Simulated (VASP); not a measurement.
# As2CN with TPSS + D4: from relaxation to properties, part 4 of 5

What structure does As2CN take at this level, and what are its properties? The cell is invented: it takes the structure of a Materials Project entry for GeAs3 (space group 160 there), with some of its atoms replaced by other elements, volume scaled by an estimate. It may not be a known or stable phase. Left out of this account: 1 further run (core levels: core levels are not valid at this level). The atoms of the start are displaced at random from the sites of a R3m cell.

VASP 6.6.1; TPSS with D4; plane waves and PAW (As, N, C); invented cell.

Still holding for the runs below: This run has no spin polarisation. Its electron count is odd, so without a moment it is a metal by construction.

So far. Step 5 (Bands along the symmetry lines (TPSS + D4)): There is no gap at this level. Step 6 (Density of states (TPSS + D4)): The finer mesh and the other smearing move the Fermi level by +0.02 eV from the 7×7×3 run, a small shift, which tests the Fermi level alone. Of the states within 0.3 eV of the Fermi level, the largest shares in the PAW spheres are C p 18 %, N p 14 % and As p 14 %. The rest lies in smaller channels or between the spheres.

## Step 7: Optical spectrum (TPSS + D4)

LOPTICS sums transitions from filled to empty bands. NBANDS is raised for it.

The input, INCAR:

```
SYSTEM = As2CN
PREC = Accurate
ENCUT = 520
EDIFF = 1E-06
NELM = 100
ISMEAR = -1
SIGMA = 0.05
LREAL = .FALSE.
ALGO = Normal
METAGGA = TPSS
IVDW = 13
LASPH = .TRUE.
NBANDS = 41
LORBIT = 11
LWAVE = .FALSE.
LCHARG = .FALSE.
KPAR = 2
LOPTICS = .TRUE.
NEDOS = 1500
CSHIFT = 0.1
```

The input, POSCAR:

```
As2CN
1.0
    2.6557458257     -1.5346914088     -0.0000752317
    2.6557458257      1.5346914088     -0.0000752317
   -1.7871769725      0.0000000000      6.4157966608
As N C
2 1 1
Direct
    0.8953610109      0.8953610109      0.6923405410
    0.0946478117      0.0946478117      0.2949754252
    0.6083398086      0.6083398086      0.8299976391
    0.3905851417      0.3905851417      0.1833873947
```

The input, KPOINTS:

```
Automatic mesh
0
Gamma
11 11 5
0 0 0
```

PAW data sets: As, N and C (PBE family, release 64).

Run with:

```console
mpirun -np 2 vasp_std
```

Output:

```text
[... set-up lines as in an earlier step ...]
 entering main loop
       N       E                     dE             d eps       ncg     rms          rms(c)
DAV:   1     0.648978850990E+02    0.64898E+02   -0.77897E+03 13776   0.469E+02
DAV:   2    -0.336478973022E+02   -0.98546E+02   -0.91885E+02 18286   0.147E+02
DAV:   3    -0.383297676149E+02   -0.46819E+01   -0.46100E+01 18272   0.249E+01
DAV:   4    -0.383719542872E+02   -0.42187E-01   -0.42164E-01 18064   0.297E+00
DAV:   5    -0.383723701378E+02   -0.41585E-03   -0.41583E-03 18447   0.287E-01    0.994E+00
DAV:   6    -0.424382679423E+02   -0.40659E+01   -0.15194E+01 14111   0.174E+01    0.515E+00
DAV:   7    -0.423501142341E+02    0.88154E-01   -0.13258E+00 17037   0.392E+00    0.232E+00
DAV:   8    -0.423223032098E+02    0.27811E-01   -0.23965E-01 15813   0.159E+00    0.144E+00
DAV:   9    -0.423180238847E+02    0.42793E-02   -0.36323E-02 16773   0.667E-01    0.498E-01
DAV:  10    -0.423195145635E+02   -0.14907E-02   -0.45273E-03 15944   0.258E-01    0.158E-01
DAV:  11    -0.423195082355E+02    0.63281E-05   -0.37717E-04 15730   0.876E-02    0.377E-02
DAV:  12    -0.423195488921E+02   -0.40657E-04   -0.59382E-05 16924   0.296E-02    0.105E-02
DAV:  13    -0.423195534030E+02   -0.45109E-05   -0.34405E-06 15787   0.747E-03    0.431E-03
DAV:  14    -0.423195540903E+02   -0.68735E-06   -0.11344E-06 15939   0.448E-03
   1 F= -.44275821E+02 E0= -.44271622E+02  d E =-.839843E-02
 optical routines
 imaginary and real dielectric function
 direction            1
 direction            2
 direction            3
```

The job ended after 4.1 min (2 MPI ranks of Intel Xeon 6975P-C (Granite Rapids), shared host; peak memory 1.1 GiB).

From OUTCAR (step 7):

```text
   k-points           NKPTS =    168   k-points in BZ     NKDIM =    168   number of bands    NBANDS=     41

   NELECT =      19.0000    total number of electrons

 E-fermi :   6.4436

 k-point     1 :       0.0000    0.0000    0.0000
  band No.  band energies     occupation
    ...
      5       3.2429      2.00000
      6       3.2462      2.00000
      7       4.1472      2.00000
      8       4.4477      2.00000
      9       4.4619      2.00000
     10       7.4568      0.00000
     11       9.0648      0.00000
     12      10.5574      0.00000
     13      10.5650      0.00000
     14      11.5312      0.00000
    ...

  DFT-D4 for vdW energy calculation

  Edisp (eV):   -1.95627

  Total       0.04383     0.06404    -0.12561     0.00000     0.00000     0.03187
  in kB       1.34276     1.96192    -3.84817     0.00000     0.00000     0.97629
  external pressure =       -0.18 kB  Pullay stress =        0.00 kB

 POSITION                                       TOTAL-FORCE (eV/Angst)
 -----------------------------------------------------------------------------------
      3.51837      0.00000      4.44178         0.003740      0.000000     -0.032756
     -0.02445      0.00000      1.89249         0.018872      0.000000      0.006033
      1.74784      0.00000      5.32500        -0.004422      0.000000      0.013365
      1.74684      0.00000      1.17652        -0.018190      0.000000      0.013358
 -----------------------------------------------------------------------------------
    total drift:                               -0.000020     -0.000000      0.000338

  FREE ENERGIE OF THE ION-ELECTRON SYSTEM (eV)
  ---------------------------------------------------
  free  energy   TOTEN  =       -44.2758208154 eV

  energy  without entropy=      -44.2674223869  energy(sigma->0) =      -44.27162160

 plasma frequency squared (from intraband transitions) (eV^2)
  --------------------------------------------------------------------------------------
      19.703       0.000      -2.676
       0.000      17.346       0.000
      -2.676       0.000      19.859

[... 7 parts as in an earlier step ...]

[... 9 further parts left out ...]
```

These are independent-particle spectra without excitons or local fields, and fine structure depends on the mesh and on CSHIFT. The intraband (Drude) part is not in this spectrum.

Numbers from this step:

| Item | Value |
| --- | --- |
| bands | 41 |
| free energy (TOTEN) | -44.28 eV |
| energy at zero smearing | -44.27 eV |
| Fermi energy | 6.444 eV |
| pressure | -0.01812 GPa |

The imaginary dielectric function has structure finer than the step of the table below, so its rows give means over 1 eV, whole bins alone (the curve runs from 0 to 25.0 eV). Peaks (eV: height): xx 1.4: 10.4, 5.2: 17.9, 6.6: 14.2, 7.4: 13.1; yy 1.4: 10.9, 5.2: 17.7, 6.6: 14.4, 7.4: 13.1; zz 1.2: 19.9, 4.4: 12.2, 5.2: 12.9.

Table of imaginary dielectric function by photon energy; means over each step:

| photon energy (eV) | xx | yy | zz |
| --- | --- | --- | --- |
| 1 | 4.82 | 5.36 | 10.5 |
| 2 | 6.38 | 6.27 | 6.71 |
| 3 | 5.22 | 5.30 | 5.15 |
| 4 | 8.59 | 8.78 | 7.90 |
| 5 | 15.5 | 15.5 | 11.1 |
| 6 | 13.0 | 12.9 | 7.44 |
| 7 | 12.2 | 12.2 | 5.03 |
| 8 | 8.62 | 8.61 | 4.35 |
| 9 | 5.10 | 5.08 | 4.07 |
| 10 | 3.13 | 3.12 | 3.16 |
| 11 | 1.79 | 1.77 | 2.53 |
| 12 | 1.63 | 1.63 | 3.00 |
| 13 | 1.37 | 1.36 | 2.86 |
| 14 | 1.12 | 1.12 | 2.05 |
| 15 | 1.02 | 1.02 | 1.63 |
| 16 | 0.800 | 0.799 | 1.22 |
| 17 | 0.675 | 0.676 | 1.19 |
| 18 | 0.588 | 0.588 | 0.937 |
| 19 | 0.493 | 0.493 | 0.786 |
| 20 | 0.351 | 0.352 | 0.643 |
| 21 | 0.317 | 0.315 | 0.538 |
| 22 | 0.274 | 0.277 | 0.462 |
| 23 | 0.250 | 0.248 | 0.365 |
| 24 | 0.206 | 0.209 | 0.266 |

Real dielectric function against photon energy:

| photon energy (eV) | xx | yy | zz |
| --- | --- | --- | --- |
| 0.0 | 14.7 | 15.0 | 16.3 |
| 0.5 | 15.5 | 15.8 | 18.0 |
| 1.0 | 18.2 | 19.9 | 23.4 |
| 1.5 | 11.7 | 10.7 | 3.59 |
| 2.0 | 8.92 | 9.52 | 3.92 |
| 2.5 | 10.5 | 10.4 | 7.34 |
| 3.0 | 10.5 | 10.3 | 7.33 |
| 3.5 | 11.4 | 11.5 | 7.38 |
| 4.0 | 14.6 | 15.0 | 10.9 |
| 4.5 | 11.8 | 11.1 | 4.65 |
| 5.0 | 9.78 | 9.64 | 5.47 |
| 5.5 | 1.34 | 0.970 | -1.60 |
| 6.0 | 2.87 | 2.70 | -0.726 |
| 6.5 | 0.836 | 0.879 | -0.654 |
| 7.0 | -1.32 | -1.44 | -0.687 |
| 7.5 | -4.08 | -3.98 | 0.252 |
| 8.0 | -5.07 | -4.95 | -0.621 |
| 8.5 | -4.35 | -4.32 | 0.449 |
| 9.0 | -4.60 | -4.66 | -0.240 |
| 9.5 | -4.14 | -4.12 | -0.422 |
| 10.0 | -3.70 | -3.75 | -0.924 |
| 10.5 | -3.37 | -3.38 | -0.232 |
| 11.0 | -2.56 | -2.57 | -0.00384 |
| 11.5 | -1.98 | -1.96 | 0.324 |
| 12.0 | -1.87 | -1.88 | 0.355 |
| 12.5 | -1.60 | -1.60 | -0.127 |
| 13.0 | -1.36 | -1.35 | -1.24 |
| 13.5 | -1.30 | -1.31 | -0.873 |
| 14.0 | -1.10 | -1.08 | -0.672 |
| 14.5 | -0.968 | -0.958 | -0.837 |
| 15.0 | -0.880 | -0.894 | -0.791 |
| 15.5 | -0.840 | -0.849 | -0.668 |
| 16.0 | -0.758 | -0.785 | -0.725 |
| 16.5 | -0.623 | -0.618 | -0.286 |
| 17.0 | -0.563 | -0.559 | -0.408 |
| 17.5 | -0.467 | -0.466 | -0.492 |
| 18.0 | -0.460 | -0.455 | -0.423 |
| 18.5 | -0.336 | -0.336 | -0.339 |
| 19.0 | -0.355 | -0.344 | -0.277 |
| 19.5 | -0.294 | -0.294 | -0.275 |
| 20.0 | -0.188 | -0.182 | -0.172 |
| 20.5 | -0.116 | -0.117 | -0.166 |
| 21.0 | -0.0790 | -0.0751 | -0.148 |
| 21.5 | -0.00587 | -6.3e-4 | -0.0406 |
| 22.0 | 0.0175 | 0.0151 | -0.0265 |
| 22.5 | 0.0746 | 0.0718 | -0.0175 |
| 23.0 | 0.116 | 0.127 | 0.0308 |
| 23.5 | 0.128 | 0.130 | 0.0615 |
| 24.0 | 0.165 | 0.160 | 0.128 |
| 24.5 | 0.203 | 0.197 | 0.203 |

## Step 8: Volume scan with TPSS + D4

An equation of state needs energies on both sides of the minimum, all on one mesh and cutoff.

Edit INCAR of step 7 so:

```diff
@@ -12,3 +12,3 @@
 LASPH = .TRUE.
-NBANDS = 41
+NBANDS = 15
 LORBIT = 11
@@ -17,4 +17,2 @@
 KPAR = 2
-LOPTICS = .TRUE.
-NEDOS = 1500
-CSHIFT = 0.1
+ISIF = 2
```

The input, POSCAR:

```
As2CN
1.0
    2.6015317191     -1.5033623852     -0.0000736959
    2.6015317191      1.5033623852     -0.0000736959
   -1.7506937361      0.0000000000      6.2848252853
As N C
2 1 1
Direct
    0.8953610109      0.8953610109      0.6923405410
    0.0946478117      0.0946478117      0.2949754252
    0.6083398086      0.6083398086      0.8299976391
    0.3905851417      0.3905851417      0.1833873947
```

The input, KPOINTS:

```
Automatic mesh
0
Gamma
7 7 3
0 0 0
```

Run with:

```console
mpirun -np 2 vasp_std
```

Output:

```text
[... set-up lines as in an earlier step ...]
 entering main loop
       N       E                     dE             d eps       ncg     rms          rms(c)
DAV:   1     0.100778715438E+03    0.10078E+03   -0.96090E+03  1320   0.134E+03
DAV:   2    -0.278926970424E+02   -0.12867E+03   -0.12198E+03  1950   0.316E+02
DAV:   3    -0.362107603056E+02   -0.83181E+01   -0.81933E+01  1902   0.790E+01
DAV:   4    -0.363848279533E+02   -0.17407E+00   -0.17339E+00  1842   0.134E+01
DAV:   5    -0.363894695772E+02   -0.46416E-02   -0.46382E-02  1975   0.175E+00    0.107E+01
DAV:   6    -0.421423726285E+02   -0.57529E+01   -0.22549E+01  1502   0.510E+01    0.571E+00
DAV:   7    -0.421056540456E+02    0.36719E-01   -0.25571E+00  1789   0.118E+01    0.240E+00
DAV:   8    -0.420765108860E+02    0.29143E-01   -0.26827E-01  1796   0.426E+00    0.152E+00
DAV:   9    -0.420715456338E+02    0.49653E-02   -0.68279E-02  1551   0.190E+00    0.543E-01
DAV:  10    -0.420736344367E+02   -0.20888E-02   -0.97987E-03  1726   0.755E-01    0.220E-01
DAV:  11    -0.420730882614E+02    0.54618E-03   -0.21996E-03  1705   0.336E-01    0.804E-02
DAV:  12    -0.420731910831E+02   -0.10282E-03   -0.35590E-04  1887   0.144E-01    0.253E-02
DAV:  13    -0.420731996707E+02   -0.85876E-05   -0.41248E-05  1726   0.479E-02    0.767E-03
DAV:  14    -0.420732014717E+02   -0.18011E-05   -0.49810E-06  1656   0.195E-02    0.274E-03
DAV:  15    -0.420732015362E+02   -0.64455E-07   -0.66826E-07  1052   0.681E-03
   1 F= -.44156106E+02 E0= -.44151113E+02  d E =-.998522E-02
```

Elapsed: 35 s, on 2 MPI ranks; peak memory 0.36 GiB; 67 s of CPU time.

From OUTCAR (step 8):

```text
   ENCUT  =  520.0 eV  38.22 Ry    6.18 a.u.   5.59  5.59 12.13*2*pi/ulx,y,z

   NELECT =      19.0000    total number of electrons

 E-fermi :   7.1969

 k-point     1 :       0.0000    0.0000    0.0000
  band No.  band energies     occupation
    ...
      5       3.7721      2.00000
      6       3.7768      2.00000
      7       4.6593      2.00000
      8       5.1624      2.00000
      9       5.1753      2.00000
     10       8.4543      0.00000
     11      10.3548      0.00000
     12      11.5304      0.00000
     13      11.5389      0.00000
     14      12.7709      0.00000
    ...

  DFT-D4 for vdW energy calculation

  Edisp (eV):   -2.08290

  Total       3.78241     3.76770     1.67022     0.00000     0.00000    -0.00775
  in kB     123.27266   122.79323    54.43425     0.00000     0.00000    -0.25257
  external pressure =      100.17 kB  Pullay stress =        0.00 kB

 POSITION                                       TOTAL-FORCE (eV/Angst)
 -----------------------------------------------------------------------------------
      3.44654      0.00000      4.35111        -0.002403      0.000000     -0.466323
     -0.02395      0.00000      1.85386         0.003599      0.000000      0.358372
      1.71216      0.00000      5.21630        -0.002734      0.000000      0.467738
      1.71118      0.00000      1.15250         0.001538      0.000000     -0.359788
 -----------------------------------------------------------------------------------
    total drift:                               -0.000007     -0.000000     -0.000038

  FREE ENERGIE OF THE ION-ELECTRON SYSTEM (eV)
  ---------------------------------------------------
  free  energy   TOTEN  =       -44.1561056760 eV

  energy  without entropy=      -44.1461204573  energy(sigma->0) =      -44.15111307

[... 3 parts as in an earlier step ...]

[... 13 further parts left out ...]
```

The scan keeps the cell's shape and the fractional positions fixed.

This step gave:

```
SCF cycles              : 15
bands                   : 15
irreducible k-points    : 44
free energy (TOTEN)     : -44.16 eV
energy at zero smearing : -44.15 eV
Fermi energy            : 7.197 eV
pressure                : 10.02 GPa
```

Force by atom:

| atom | x (eV/Å) | y (eV/Å) | z (eV/Å) | size |
| --- | --- | --- | --- | --- |
| As1 | -0.002 | 0.000 | -0.466 | 0.466 |
| As2 | 0.004 | 0.000 | 0.358 | 0.358 |
| N3 | -0.003 | 0.000 | 0.468 | 0.468 |
| C4 | 0.002 | 0.000 | -0.360 | 0.360 |

The pressure here is 10.02 GPa.

## Step 9: Volume scan with TPSS + D4 (run 2)

INCAR is that of step 8.

The input, POSCAR:

```
As2CN
1.0
    2.6198529687     -1.5139497931     -0.0000742149
    2.6198529687      1.5139497931     -0.0000742149
   -1.7630229714      0.0000000000      6.3290860765
As N C
2 1 1
Direct
    0.8953610109      0.8953610109      0.6923405410
    0.0946478117      0.0946478117      0.2949754252
    0.6083398086      0.6083398086      0.8299976391
    0.3905851417      0.3905851417      0.1833873947
```

KPOINTS is that of step 8.

Run with:

```console
mpirun -np 2 vasp_std
```

Output:

```text
[... set-up lines as in an earlier step ...]
 entering main loop
       N       E                     dE             d eps       ncg     rms          rms(c)
DAV:   1     0.968675888684E+02    0.96868E+02   -0.95287E+03  1320   0.132E+03
DAV:   2    -0.285552971850E+02   -0.12542E+03   -0.11893E+03  1918   0.313E+02
DAV:   3    -0.369632541915E+02   -0.84080E+01   -0.82792E+01  1939   0.790E+01
DAV:   4    -0.371291606148E+02   -0.16591E+00   -0.16557E+00  1844   0.131E+01
DAV:   5    -0.371338808277E+02   -0.47202E-02   -0.47182E-02  2005   0.176E+00    0.104E+01
DAV:   6    -0.422438003958E+02   -0.51099E+01   -0.21703E+01  1544   0.499E+01    0.559E+00
DAV:   7    -0.422026104219E+02    0.41190E-01   -0.25415E+00  1831   0.117E+01    0.236E+00
DAV:   8    -0.421731287827E+02    0.29482E-01   -0.28748E-01  1796   0.437E+00    0.151E+00
DAV:   9    -0.421687306983E+02    0.43981E-02   -0.66768E-02  1537   0.187E+00    0.541E-01
DAV:  10    -0.421709198459E+02   -0.21891E-02   -0.10504E-02  1719   0.778E-01    0.220E-01
DAV:  11    -0.421703466301E+02    0.57322E-03   -0.20753E-03  1705   0.328E-01    0.842E-02
DAV:  12    -0.421704569741E+02   -0.11034E-03   -0.40960E-04  1859   0.149E-01    0.263E-02
DAV:  13    -0.421704669184E+02   -0.99443E-05   -0.44642E-05  1782   0.491E-02    0.777E-03
DAV:  14    -0.421704689116E+02   -0.19932E-05   -0.52683E-06  1642   0.199E-02    0.295E-03
DAV:  15    -0.421704690356E+02   -0.12401E-06   -0.84044E-07  1024   0.761E-03
   1 F= -.44209635E+02 E0= -.44204549E+02  d E =-.101733E-01
```

Wall time 33 s (2 MPI ranks); peak memory 0.36 GiB; 65 s of CPU time.

OUTCAR, selected parts (step 9):

```text
   ENCUT  =  520.0 eV  38.22 Ry    6.18 a.u.   5.63  5.63 12.22*2*pi/ulx,y,z

   NELECT =      19.0000    total number of electrons

 E-fermi :   6.9330

 k-point     1 :       0.0000    0.0000    0.0000
  band No.  band energies     occupation
    ...
      5       3.5929      2.00000
      6       3.5974      2.00000
      7       4.4836      2.00000
      8       4.9110      2.00000
      9       4.9237      2.00000
     10       8.1095      0.00000
     11       9.9082      0.00000
     12      11.1954      0.00000
     13      11.2038      0.00000
     14      12.3381      0.00000
    ...

  DFT-D4 for vdW energy calculation

  Edisp (eV):   -2.03917

  Total       2.43667     2.42964     1.07935     0.00000     0.00000    -0.00462
  in kB      77.75921    77.53493    34.44439     0.00000     0.00000    -0.14756
  external pressure =       63.25 kB  Pullay stress =        0.00 kB

 POSITION                                       TOTAL-FORCE (eV/Angst)
 -----------------------------------------------------------------------------------
      3.47082      0.00000      4.38175        -0.002112      0.000000     -0.301457
     -0.02412      0.00000      1.86691         0.003250      0.000000      0.226983
      1.72422      0.00000      5.25304        -0.003122      0.000000      0.303264
      1.72324      0.00000      1.16062         0.001984      0.000000     -0.228790
 -----------------------------------------------------------------------------------
    total drift:                               -0.000066     -0.000000     -0.000118

  FREE ENERGIE OF THE ION-ELECTRON SYSTEM (eV)
  ---------------------------------------------------
  free  energy   TOTEN  =       -44.2096352449 eV

  energy  without entropy=      -44.1994619772  energy(sigma->0) =      -44.20454861

[... 3 parts as in an earlier step ...]

[... 13 further parts left out ...]
```

This step gave:

```yaml
free_energy_toten: -44.21 eV
energy_at_zero_smearing: -44.20 eV
fermi_energy: 6.933 eV
pressure: 6.325 GPa
```

Force by atom:

| atom | x (eV/Å) | y (eV/Å) | z (eV/Å) | size |
| --- | --- | --- | --- | --- |
| As1 | -0.002 | 0.000 | -0.301 | 0.301 |
| As2 | 0.003 | 0.000 | 0.227 | 0.227 |
| N3 | -0.003 | 0.000 | 0.303 | 0.303 |
| C4 | 0.002 | 0.000 | -0.229 | 0.229 |

The pressure falls from 10.02 to 6.32 GPa.

The run ends at a pressure of 6.32 GPa, with forces up to 0.30 eV/Å.

## Step 10: Volume scan with TPSS + D4 (run 3)

INCAR is that of step 9.

The input, POSCAR:

```
As2CN
1.0
    2.6379214912     -1.5243911561     -0.0000747268
    2.6379214912      1.5243911561     -0.0000747268
   -1.7751821348      0.0000000000      6.3727363254
As N C
2 1 1
Direct
    0.8953610109      0.8953610109      0.6923405410
    0.0946478117      0.0946478117      0.2949754252
    0.6083398086      0.6083398086      0.8299976391
    0.3905851417      0.3905851417      0.1833873947
```

KPOINTS is that of step 9.

Run with:

```console
mpirun -np 2 vasp_std
```

Output:

```text
[... set-up lines as in an earlier step ...]
 entering main loop
       N       E                     dE             d eps       ncg     rms          rms(c)
DAV:   1     0.975245543033E+02    0.97525E+02   -0.93535E+03  1320   0.130E+03
DAV:   2    -0.290454483137E+02   -0.12657E+03   -0.11962E+03  1970   0.310E+02
DAV:   3    -0.375956801718E+02   -0.85502E+01   -0.84079E+01  1908   0.799E+01
DAV:   4    -0.377716109261E+02   -0.17593E+00   -0.17559E+00  1810   0.135E+01
[...]
DAV:  13    -0.422433418666E+02   -0.12161E-04   -0.48924E-05  1775   0.504E-02    0.816E-03
DAV:  14    -0.422433444075E+02   -0.25409E-05   -0.56523E-06  1684   0.204E-02    0.355E-03
DAV:  15    -0.422433445850E+02   -0.17749E-06   -0.10950E-06  1066   0.858E-03
   1 F= -.44240325E+02 E0= -.44235123E+02  d E =-.104056E-01
```

Elapsed: 34 s, on 2 MPI ranks; peak memory 0.36 GiB; 65 s of CPU time.

OUTCAR, selected parts (step 10):

```text
  Edisp (eV):   -1.99698

  Total       1.18195     1.18123     0.52938     0.00000     0.00000    -0.00180
  in kB      36.94866    36.92601    16.54891     0.00000     0.00000    -0.05612
  external pressure =       30.14 kB  Pullay stress =        0.00 kB

 POSITION                                       TOTAL-FORCE (eV/Angst)
 -----------------------------------------------------------------------------------
      3.49475      0.00000      4.41197        -0.001521      0.000000     -0.148149
     -0.02429      0.00000      1.87979         0.002683      0.000000      0.108584
      1.73611      0.00000      5.28927        -0.003454      0.000000      0.149370
      1.73512      0.00000      1.16862         0.002291      0.000000     -0.109805
 -----------------------------------------------------------------------------------
    total drift:                               -0.000009     -0.000000     -0.000066

  FREE ENERGIE OF THE ION-ELECTRON SYSTEM (eV)
  ---------------------------------------------------
  free  energy   TOTEN  =       -44.2403253737 eV

  energy  without entropy=      -44.2299197560  energy(sigma->0) =      -44.23512256

[... 1 part as in an earlier step ...]

[... 2 further parts left out ...]
[key lines of the parts left out:]
E-fermi :   6.6789
```

The pressure falls from 6.32 to 3.01 GPa.

The run ends at a pressure of 3.01 GPa, with forces up to 0.15 eV/Å.

(Continued in part 5 of 5.)

[Lines on the potential files, build, host, timing and source positions are cut from VASP's logs without a mark.]

[Logs are printed without paths, hosts, clocks, repeated set-up lines and the standing remarks that a program may print on its own settings, such as how far it seeks lower states.]

[Hosts, paths, dates, database ids (printed as entryN), source tags and the programs' standing remarks are cut or masked in the printed files.]

[A measured line is paired with the nearest computed mode of its activity, which favours agreement.]
